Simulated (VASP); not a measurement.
# RhCl2 (P4_2/mnm) in VASP: equation of state, part 2 of 2

VASP 6.6.1.

## Step 7: Equation of state, PBE, 21.33 Å³/atom (volume scaled by 1.06)

INCAR

```
  ALGO = Normal
  EDIFF = 1E-7
  ENCUT = 520
  GGA = PE
  ISIF = 2
  ISMEAR = -1
  LASPH = T
  LCHARG = F
  LREAL = F
  LWAVE = F
  NBANDS = 38
  NELM = 80
  PREC = Accurate
  SIGMA = 0.05
```

KPOINTS

```
k-points
0
Gamma
  5 5 7
```

POSCAR

```
RhCl2
1.0
    5.8015694300      0.0000000000      0.0000000000
    0.0000000000      5.8015694300      0.0000000000
    0.0000000000      0.0000000000      3.8014907999
Rh Cl
2 4
Direct
    0.5000000000      0.5000000000      0.5000000000
    0.0000000000      0.0000000000      0.0000000000
    0.8026200000      0.1973800000      0.5000000000
    0.1973800000      0.8026200000      0.5000000000
    0.6973800000      0.6973800000      0.0000000000
    0.3026200000      0.3026200000      0.0000000000
```

Potentials or basis: VASP PAW PBE potentials, release 64 (Rh_pv, Cl).

Run with:

```sh
cat potpaw_PBE.64/Rh_pv/POTCAR potpaw_PBE.64/Cl/POTCAR > POTCAR
mpirun -np 1 vasp_std > vasp.out
```

OUTCAR:

```text
EDIFF = 1E-7
   ENCUT = 520
   GGA = PE
   ISIF = 2
   ISMEAR = -1
   LASPH = T
   LREAL = F
   NELM = 80
   PREC = Accurate

 Found     24 irreducible k-points:

 Following reciprocal coordinates:
            Coordinates               Weight
  0.000000  0.000000  0.000000      1.000000
  0.200000  0.000000  0.000000      4.000000
  0.400000  0.000000  0.000000      4.000000
  0.200000  0.200000  0.000000      4.000000
  0.400000  0.200000  0.000000      8.000000
  0.400000  0.400000  0.000000      4.000000
   k-points           NKPTS =     24   k-points in BZ     NKDIM =     24   number of bands    NBANDS=     38
   number of dos      NEDOS =    301   number of ions     NIONS =      6
   total plane-waves  NPLWV =  64512
   dimension x,y,z NGX =    48 NGY =   48 NGZ =   28
   dimension x,y,z NGXF=    96 NGYF=   96 NGZF=   56
   ions per type =               2   4
   NGX,Y,Z   is equivalent  to a cutoff of  13.75, 13.75, 12.24 a.u.
   NGXF,Y,Z  is equivalent  to a cutoff of  27.51, 27.51, 24.49 a.u.
 SYSTEM =  unknown system
   PREC   = accura    normal or accurate (medium, high low for compatibility)
   ISTART =      0    job   : 0-new  1-cont  2-samecut
[... 60 lines left out ...]
 fundamental gap:      0.0355011459
 Fermi energy:         4.2347938326

 k-point     1 :       0.0000    0.0000    0.0000
  band No.  band energies     occupation
      1     -41.9954      2.00000
      2     -41.9950      2.00000
      3     -41.8167      2.00000
      4     -41.8167      2.00000
      5     -41.7919      2.00000
      6     -41.7919      2.00000
[... 235 lines left out ...]
     37      12.0420      0.00000
     38      12.1471      0.00000

 [... further k-points ...]

------------------------ aborting loop because EDIFF is reached ----------------------------------------

  FORCE on cell =-STRESS in cart. coord.  units (eV):
  Direction    XX          YY          ZZ          XY          YZ          ZX
  --------------------------------------------------------------------------------------
  -------------------------------------------------------------------------------------
  Total       -3.4651073     -3.4651073     -4.2229034      0.0000000      0.0000000      0.0000000
  in kB      -43.3892696    -43.3892696    -52.8782169      0.0000000      0.0000000      0.0000000
  external PRESSURE =     -46.5522520 kB  Pullay stress =       0.0000000 kB

 VOLUME and BASIS-vectors are now :
 -----------------------------------------------------------------------------
  energy-cutoff  :      520.00
  volume of cell :      127.95
      direct lattice vectors                 reciprocal lattice vectors
     5.801569430  0.000000000  0.000000000     0.172367152  0.000000000  0.000000000
     0.000000000  5.801569430  0.000000000     0.000000000  0.172367152  0.000000000
     0.000000000  0.000000000  3.801490800     0.000000000  0.000000000  0.263054694

 POSITION                                       TOTAL-FORCE (eV/Angst)
 -----------------------------------------------------------------------------------
      2.90078      2.90078      1.90075         0.000000      0.000000      0.000000
      0.00000      0.00000      0.00000         0.000000      0.000000      0.000000
      4.65646      1.14511      1.90075         0.105026     -0.105026      0.000000
      1.14511      4.65646      1.90075        -0.105026      0.105026      0.000000
      4.04590      4.04590      0.00000        -0.105026     -0.105026      0.000000
      1.75567      1.75567      0.00000         0.105026      0.105026     -0.000000
 -----------------------------------------------------------------------------------
    total drift:                               -0.000000     -0.000000      0.000000

  FREE ENERGIE OF THE ION-ELECTRON SYSTEM (eV)
  ---------------------------------------------------
  free  energy   TOTEN  =       -23.9481690277 eV

  energy  without entropy=      -23.9252807475  energy(sigma->0) =      -23.93672489
```

OSZICAR:

```text
N       E                     dE             d eps       ncg     rms          rms(c)
DAV:   1     0.532179614677E+03    0.53218E+03   -0.31767E+04  2024   0.145E+03
DAV:   2     0.810328835371E+01   -0.52408E+03   -0.50939E+03  2140   0.374E+02
DAV:   3    -0.240256738150E+02   -0.32129E+02   -0.31673E+02  2120   0.915E+01
DAV:   4    -0.246646784654E+02   -0.63900E+00   -0.63768E+00  2152   0.138E+01
DAV:   5    -0.246777057488E+02   -0.13027E-01   -0.13025E-01  2136   0.199E+00    0.157E+01
DAV:   6    -0.240406683840E+02    0.63704E+00   -0.35336E+00  2064   0.134E+01    0.930E+00
DAV:   7    -0.239620811177E+02    0.78587E-01   -0.79610E-01  2040   0.749E+00    0.535E+00
DAV:   8    -0.239485974509E+02    0.13484E-01   -0.79413E-02  2088   0.205E+00    0.444E-01
DAV:   9    -0.239480504005E+02    0.54705E-03   -0.85277E-03  2052   0.525E-01    0.167E-01
DAV:  10    -0.239481218729E+02   -0.71472E-04   -0.83444E-04  2052   0.151E-01    0.550E-02
DAV:  11    -0.239481547319E+02   -0.32859E-04   -0.10105E-04  2262   0.625E-02    0.220E-02
DAV:  12    -0.239481654287E+02   -0.10697E-04   -0.12962E-05  2046   0.223E-02    0.850E-03
DAV:  13    -0.239481687727E+02   -0.33441E-05   -0.45046E-06  2058   0.112E-02    0.303E-03
DAV:  14    -0.239481689914E+02   -0.21871E-06   -0.28299E-07  1714   0.352E-03    0.106E-03
DAV:  15    -0.239481690277E+02   -0.36260E-07   -0.43960E-08  1302   0.117E-03
   1 F= -.23948169E+02 E0= -.23936725E+02  d E =-.228883E-01
```

stdout:

```text
POSCAR found type information on POSCAR RhCl
 POSCAR found :  2 types and       6 ions
 scaLAPACK will be used
 LDA part: xc-table for (Slater+PW92), standard interpolation
 POSCAR, INCAR and KPOINTS ok, starting setup
 FFT: planning ... GRIDC
 FFT: planning ... GRID_SOFT
 FFT: planning ... GRID
 WAVECAR not read
 entering main loop
```

It took 2.7 min on 1 thread of Intel Xeon Platinum 8259CL at 2.50GHz (Skylake/Cascade Lake), shared host; peak memory 0.29 GiB.

Results:

| Item | Value |
| --- | --- |
| Free energy | -23.9482 eV |
| Pressure | -4.7 GPa |
| Largest force | 0.149 eV/Å |
| Band gap on the k mesh | none (metal or under the smearing width) |

## Step 8: Equation of state, PBE

This step only gathers the single runs of the series.

What came out:

* Equilibrium volume: 19.94 Å³/atom
* Bulk modulus at fixed shape and positions: 81 GPa
* Pressure derivative of the bulk modulus: 5.1

Energy against volume, from the lowest point:
```
volume (Å³/atom)  energy (meV/atom)
          18.911              14.65
          19.313               4.98
          19.716               0.29
          20.118               0.00
          20.521               3.61
          20.923              10.66
          21.325              20.75
```

Caveat: the cell was scaled at fixed shape and fractional positions, which overstates the stiffness of a crystal with free parameters, most of all of layers and chains.
